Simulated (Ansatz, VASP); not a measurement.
## Cross-check of InGa7As8 (alloy, x = 0.875, one random ordering in a cell of 16 atoms (invented)) between VASP and Ansatz

Aim: how closely do two programs agree when they are given the same cell, functional and k mesh? The cell is generated by rule, not measured, and may not be a known phase. The cell is taken from a series of runs on this material, whose earlier steps may have relaxed, scaled, displaced or heated it; both programs get it as it stands.

Main program and level: Ansatz 0.2.0; plane waves, with VASP 6.6.1 beside it; relaxation of cell and atoms at r2SCAN.

**1. The starting structure**

It takes space group F-43m (No. 216, cubic). The conventional cell has a = 11.447 Å, b = 11.447 Å, c = 11.447 Å, α = 90.00°, β = 90.00°, γ = 90.00°. Nearest to In lie 4 As at 2.58 Å. Nearest to Ga lie 4 As at 2.45 to 2.48 Å. Nearest to Ga lie 4 As at 2.48 Å. Nearest to As lie 3 Ga at 2.45 Å and 1 In at 2.58 Å. Nearest to As lie 4 Ga at 2.48 Å. Farther neighbours are not listed.

As a file:

```cif
data_structure
_symmetry_space_group_name_H-M 'F-43m'
_symmetry_Int_Tables_number 216
_cell_length_a 11.4469
_cell_length_b 11.4469
_cell_length_c 11.4469
_cell_angle_alpha 90.000
_cell_angle_beta 90.000
_cell_angle_gamma 90.000
_cell_volume 1499.91
loop_
_atom_site_label
_atom_site_type_symbol
_atom_site_symmetry_multiplicity
_atom_site_Wyckoff_symbol
_atom_site_fract_x
_atom_site_fract_y
_atom_site_fract_z
_atom_site_occupancy
In1 In 4 a 0.00000 0.00000 0.00000 1
Ga1 Ga 24 g 0.25000 0.25000 0.49993 1
Ga2 Ga 4 b 0.50000 0.00000 0.00000 1
As1 As 16 e 0.12991 0.37009 0.37009 1
As2 As 16 e 0.62501 0.12501 0.12501 1
```

**2. Ansatz: relaxation of cell and atoms, r2SCAN**

Ansatz runs on its PAW soft_1 files.

The relaxed volume is the usual yardstick between codes: in a stiff, nearly cubic crystal its relative difference is about their pressure difference at one cell divided by the bulk modulus.

Contents of input.yaml:

```yaml
crystal:
  lattice:
    - [0.0, 5.7234627225, 5.7234627225]
    - [5.7234627225, 0.0, 5.7234627225]
    - [5.7234627225, 5.7234627225, 0.0]
  atoms:
    - { symbol: In, position: [0.0, 0.0, 0.0] }
    - { symbol: Ga, position: [-6.53544e-05, 0.5000653544, -6.53544e-05] }
    - { symbol: Ga, position: [0.5000653544, 0.5000653544, -6.53544e-05] }
    - { symbol: Ga, position: [0.5000653544, -6.53544e-05, -6.53544e-05] }
    - { symbol: Ga, position: [-6.53544e-05, 0.5000653544, 0.5000653544] }
    - { symbol: Ga, position: [-6.53544e-05, -6.53544e-05, 0.5000653544] }
    - { symbol: Ga, position: [0.5000653544, -6.53544e-05, 0.5000653544] }
    - { symbol: Ga, position: [0.5, 0.5, 0.5] }
    - { symbol: As, position: [0.8700896223, 0.3897311331, 0.8700896223] }
    - { symbol: As, position: [0.8700896223, 0.8700896223, 0.8700896223] }
    - { symbol: As, position: [0.3897311331, 0.8700896223, 0.8700896223] }
    - { symbol: As, position: [0.3749933524, 0.3749933524, 0.8750199427] }
    - { symbol: As, position: [0.8700896223, 0.8700896223, 0.3897311331] }
    - { symbol: As, position: [0.8750199427, 0.3749933524, 0.3749933524] }
    - { symbol: As, position: [0.3749933524, 0.3749933524, 0.3749933524] }
    - { symbol: As, position: [0.3749933524, 0.8750199427, 0.3749933524] }
kpoints:
  mp_grid: { grid: [4, 4, 4] }
hamiltonian:
  xc: r2scan
  pseudopotentials: { kind: paw, azcp: { folder: soft_1 } }
scf:
  occupations: { method: fixed }
output:
  forces: true
  stress: true
  eigenvalues: true
relax:
  adjacent_minimum: "off"
  f_tol: 0.001
  max_steps: 60
  cell: { stress_tol: 0.01 }
```

Launch:

```console
> ansatz run input.yaml --threads 4 --pin off --max-ram 10240MiB --backend cpu --events-out ev --progress --plain --runs-dir out
```

Numbers of over 12 decimals in the logs are rounded to 6 here.

The log of the run:

```text
Engine: ansatz 0.2.0, x86_64-unknown-linux-gnu
Pseudopotentials: kind: paw
Pseudopotential: In, paw, valence charge 13, recommended cutoff 500 eV (meta_gga), soft_1/In.paw.azcp
Pseudopotential: Ga, paw, valence charge 13, recommended cutoff 500 eV (meta_gga), soft_1/Ga.paw.azcp
Pseudopotential: As, paw, valence charge 15, recommended cutoff 500 eV (meta_gga), soft_1/As.paw.azcp
Functional definition: r2SCAN
  parameter k0 = 0.174
  parameter k1 = 0.065
  parameter a1 = 4.9479
  exchange = r2scan_x(k0 = k0, k1 = k1, a1 = a1)
  correlation = r2scan_c
Crystal: 16 atoms, lattice volume = 374.979 Å³
Basis set: ecut = 500 eV, 9505 PW (Γ), exchange–correlation on 240×240×240 points (64 copies of the dense FFT grid, shifted against one another)
Bands: 135, of which v1, the nominal top of the filled ones, is band 112 counted from 1 (111 counted from 0)
Symmetry: 24 space group operations
Space group: F-43m (ITA 216), of the structure as read, at distance tolerance 7.2e-5 Å
k-points: 8 of 64 (time reversal used)
Non-local potential: In, projectors of the file, l = 0: 2, l = 1: 2, l = 2: 2, l = 3: 1
Non-local potential: Ga, projectors of the file, l = 0: 2, l = 1: 2, l = 2: 3, l = 3: 1
Non-local potential: As, projectors of the file, l = 0: 2, l = 1: 2, l = 2: 3, l = 3: 1
PAW form: soft (Blöchl's): semilocal exchange-correlation on the pseudo side does not see the compensation charge
PAW frozen core: In, regenerated for the run's functional (the file was generated under x = pbe(κ = 0.804, μ = 0.219515), c = pbe(β = 0.066725))
PAW frozen core: Ga, regenerated for the run's functional (the file was generated under x = pbe(κ = 0.804, μ = 0.219515), c = pbe(β = 0.066725))
PAW frozen core: As, regenerated for the run's functional (the file was generated under x = pbe(κ = 0.804, μ = 0.219515), c = pbe(β = 0.066725))
PAW one-centre angular grid: In, 590 points (default); XC on 160 Gauss nodes
PAW one-centre angular grid: Ga, 590 points (default); XC on 160 Gauss nodes
PAW one-centre angular grid: As, 590 points (default); XC on 160 Gauss nodes
Initial density: superposition of atomic densities (chi_scale 0.1, normalization cell, long waves kept (reshape's long-wave potential 0.01 eV rms))
Initial wavefunctions: pseudopotential atomic-orbital guess
Functional: x = r2scan, c = r2scan; τ floored in thin density (d = 2e-4 eV/Å³)
iter 1 solved again at ethr=1.97e-3 eV; its pass at ethr=3.10e-3 eV (dr2=4.42e0 eV) is discarded
SCF iter   1: F=—  HF=-71067.387447 eV  |F-HF|=—  |Δ(HF+E_count)|=         —  Δρ=4.66e-2  dr2=4.42e0  dr2_τ=5.21e-2  ethr=1.97e-3  ⟨swp⟩=1.0  Hψ=4759  notcnv=0  defer=137
preconditioner: auto → Resta (q_TF=auto, 2.504 Å⁻¹)  ε∞=3.2  [insulator: Δε(μ)=0.561 eV  Ē_g=15.421 eV  n_scr=112 (ndim 8)  ℏωp=23.0 eV  f_vac=0.002  ε∞_Penn≈3.2]
SCF iter   2: F=—  HF=-71067.417466 eV  |F-HF|=—  |Δ(HF+E_count)|=   3.00e-2  Δρ=2.55e-2  dr2=1.51e0  dr2_τ=7.16e-3  ethr=1.97e-3  ⟨swp⟩=2.0  Hψ=972  notcnv=0  defer=157
SCF iter   3: F=—  HF=-71067.479644 eV  |F-HF|=—  |Δ(HF+E_count)|=   6.22e-2  Δρ=4.99e-3  dr2=9.56e-2  dr2_τ=1.32e-3  ethr=6.76e-4  ⟨swp⟩=2.4  Hψ=1553  notcnv=0  defer=158
SCF iter   4: F=—  HF=-71067.393067 eV  |F-HF|=—  |Δ(HF+E_count)|=   8.66e-2  Δρ=2.31e-3  dr2=1.63e-2  dr2_τ=1.35e-4  ethr=4.27e-5  ⟨swp⟩=3.0  Hψ=1718  notcnv=0  defer=165
SCF iter   5: F=—  HF=-71067.399713 eV  |F-HF|=—  |Δ(HF+E_count)|=   6.65e-3  Δρ=4.75e-4  dr2=5.55e-4  dr2_τ=2.33e-5  ethr=7.26e-6  ⟨swp⟩=2.4  Hψ=1543  notcnv=0  defer=165
SCF iter   6: F=—  HF=-71067.399207 eV  |F-HF|=—  |Δ(HF+E_count)|=   5.06e-4  Δρ=1.79e-4  dr2=1.16e-4  dr2_τ=2.01e-6  ethr=2.48e-7  ⟨swp⟩=2.0  Hψ=1858  notcnv=0  defer=165
SCF iter   7: F=—  HF=-71067.399218 eV  |F-HF|=—  |Δ(HF+E_count)|=   1.15e-5  Δρ=7.23e-5  dr2=1.43e-5  dr2_τ=2.49e-7  ethr=5.16e-8  ⟨swp⟩=2.0  Hψ=1679  notcnv=0  defer=137
SCF iter   8: F=—  HF=-71067.399120 eV  |F-HF|=—  |Δ(HF+E_count)|=   9.85e-5  Δρ=1.77e-5  dr2=1.00e-6  dr2_τ=1.77e-8  ethr=6.39e-9  ⟨swp⟩=2.0  Hψ=1656  notcnv=0  defer=138
SCF iter   9: F=—  HF=-71067.399120 eV  |F-HF|=—  |Δ(HF+E_count)|=   7.03e-7  Δρ=4.57e-6  dr2=1.26e-7  dr2_τ=2.57e-9  ethr=4.47e-10  ⟨swp⟩=2.0  Hψ=1839  notcnv=0  defer=138
SCF iter  10: F=-71067.399120 eV  HF=-71067.399120 eV  |F-HF|=3.45e-9  |Δ(HF+E_count)|=   7.83e-8  Δρ=1.48e-6  dr2=7.89e-9  dr2_τ=1.41e-10  ethr=4.46e-11  ⟨swp⟩=12.2  Hψ=6403  notcnv=0
SCF 1 converged in 10 iterations: F = -71067.399120 eV  dr2 = 7.89e-9
  greatest PAW one-centre occupation: 0.999 electrons in one spin orbital (limit 2), on the As atom at site 14 (counted from 0), in its partial waves of l = 2
relax step   1: F+E_penalty+E_count = -71067.39912027 eV  Δ(F+E_penalty+E_count) = +0.000e0 eV  max|allowed force component| = 4.386e-3 eV/Å  Δτ_max = 0.0000 Å  P = -0.006 GPa  Ω = 374.979 Å³  (10 SCF iters, dr2 threshold 1.00e-7 eV, accepted)
[...]
E_xc         = -1061.907578
  E_vxc        = -1123.518700  (∫ρ·V_xc dr)
  E_paw        = -34479.623870  (= ΣΔE_a)
  E_vpaw       = -4231.180886  (= ΣTr[D̂ρ^β])
  E_aug_tail   = 0.000329  (compensation charges beyond the density's cutoff)
  E_vtau       = 60.512438  (kinetic-family band-sum trace: ∫τ·v_τ [+ j·A + Jᵃ·Aᵃ] dr)
  E_ewald      = -21309.859866
  E_core_change = -15.265062  (= ΣΔE_core)
  E_smearing   = -0.000000  (= −TS)
  E_closure    = 0.000000  (closes the sum)
  Σ components = -71067.399135   (vs F -71067.399135, Δ=0.00e0)
--- Forces (eV/Å), atoms counted from 1 ---
  atom   1  In     0.00000000     0.00000000     0.00000000
  atom   2  Ga    -0.00000000    -0.00000508    -0.00000000
  atom   3  Ga    -0.00000000    -0.00000000     0.00000508
  atom   4  Ga    -0.00000508    -0.00000000     0.00000000
  atom   5  Ga     0.00000508    -0.00000000     0.00000000
  atom   6  Ga     0.00000000    -0.00000000    -0.00000508
  atom   7  Ga    -0.00000000     0.00000508    -0.00000000
  atom   8  Ga    -0.00000000     0.00000000     0.00000000
  atom   9  As    -0.00000100     0.00000100    -0.00000100
  atom  10  As     0.00000100     0.00000100     0.00000100
  atom  11  As     0.00000100    -0.00000100    -0.00000100
  atom  12  As    -0.00000019    -0.00000019     0.00000019
  atom  13  As    -0.00000100    -0.00000100     0.00000100
  atom  14  As     0.00000019    -0.00000019    -0.00000019
  atom  15  As     0.00000019     0.00000019     0.00000019
  atom  16  As    -0.00000019     0.00000019    -0.00000019
  max |Σ_I F_I| component: 2.90e-17 eV/Å
--- Stress (GPa, compression-positive) ---
       -0.000055      -0.000000      -0.000000
       -0.000000      -0.000055       0.000000
       -0.000000       0.000000      -0.000055
  P = ⅓ Tr σ = -0.0001 GPa (-0.001 kbar)
--- Band table (eV; the first three rows and the last of 8) ---
  k-point 0: bands = [... 108 lower, 6.5168, 7.5388, 7.5388, 7.5388, 8.2238, 8.7588, 8.7588, 8.7588, ... 19 higher]
  k-point 1: bands = [... 108 lower, 6.5274, 6.5274, 7.3193, 7.3193, 8.8994, 9.2777, 9.5357, 9.5357, ... 19 higher]
  k-point 2: bands = [... 108 lower, 6.7671, 6.7671, 6.9679, 6.9679, 9.1145, 9.3401, 9.9099, 9.9429, ... 19 higher]
  k-point 7: bands = [... 108 lower, 6.1463, 6.1922, 6.3543, 6.3615, 10.6641, 10.7346, 10.8151, 10.8618, ... 19 higher]
--- Relaxed structure (3 steps of the walk, 3 accepted, 1 SCFs on fresh bases) ---
  F+E_penalty+E_count = -71067.39913538 eV   max|allowed force component| = 5.076e-6 eV/Å   (the final SCF, on the basis selected at the relaxed cell)
  cell:  # Å, volume = 374.9507 Å³
    - [0, 5.723320, 5.723320]
    - [5.723320, 0, 5.723320]
    - [5.723320, 5.723320, 0]
  atoms:
    - { symbol: In, position: [-7.80577466434549e-18, -7.80799456073075e-18, -7.807328591815172e-18] }
    - { symbol: Ga, position: [-7.362590821469173e-5, 0.500074, -7.362590821471948e-5] }
    - { symbol: Ga, position: [0.500074, 0.500074, -7.362590821480275e-5] }
    - { symbol: Ga, position: [0.500074, -7.362590821469173e-5, -7.362590821471948e-5] }
    - { symbol: Ga, position: [-7.362590821480275e-5, 0.500074, 0.500074] }
    - { symbol: Ga, position: [-7.36259082147186e-5, -7.36259082147186e-5, 0.500074] }
    - { symbol: Ga, position: [0.500074, -7.362590821480275e-5, 0.500074] }
    - { symbol: Ga, position: [0.500000, 0.500000, 0.500000] }
    - { symbol: As, position: [0.870117, 0.389650, 0.870117] }
    - { symbol: As, position: [0.870117, 0.870117, 0.870117] }
    - { symbol: As, position: [0.389650, 0.870117, 0.870117] }
    - { symbol: As, position: [0.374993, 0.374993, 0.875022] }
    - { symbol: As, position: [0.870117, 0.870117, 0.389650] }
    - { symbol: As, position: [0.875022, 0.374993, 0.374993] }
    - { symbol: As, position: [0.374993, 0.374993, 0.374993] }
    - { symbol: As, position: [0.374993, 0.875022, 0.374993] }
```

(Part 1 of 2 ends here.)

[Lines on the potential files, build, host, timing and source positions are cut from VASP's logs without a mark.]

[Logs are printed without paths, hosts, clocks, repeated set-up lines and the standing remarks that a program may print on its own settings, such as how far it seeks lower states.]

[Hosts, paths, dates, database ids (printed as entryN), source tags and the programs' standing remarks are cut or masked in the printed files.]
